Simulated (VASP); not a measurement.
Input:

```xyz
2
Lattice="0.0000 2.4900 2.4900 2.4900 0.0000 2.4900 2.4900 2.4900 0.0000" Properties=species:S:1:pos:R:3 pbc="T T T"
Gd     0.0000     0.0000     0.0000
N      2.4900     2.4900     2.4900
```

These are MS2 meta-GGA, VASP's PBE PAW potentials (set 64) (plane waves; VASP 6.6.1) values and carry that method's errors. Run with 520 eV cut-off, 8×8×8 Γ-centred mesh, Gaussian smearing of 0.050 eV, potentials Gd_3 N.

The 4f electrons are frozen in the core of the lanthanide potential, so 4f levels, which can set the real gap, and their magnetism are missing. Energy and stress use the plane-wave basis of the starting cell.

Question: The ions, cell shape and volume are relaxed. Which structure does the run end with?

Answer: 
```xyz
2
Lattice="0.0000 2.4663 2.4663 2.4663 0.0000 2.4663 2.4663 2.4663 0.0000" Properties=species:S:1:pos:R:3 pbc="T T T"
Gd     0.0000     0.0000     0.0000
N      2.4663     2.4663     2.4663
```
Space group Fm-3m (225), at a tolerance of 0.03 Å.

Question: How do energy and volume change from the first to the last step?

Answer: The energy (σ→0) changes by -6.5 meV/atom and the volume by -2.8 %, in 3 ionic steps.

The compound is GdN in the rock salt structure. This run relaxes it. Symmetry was kept, so distortions that lower it aren't found.
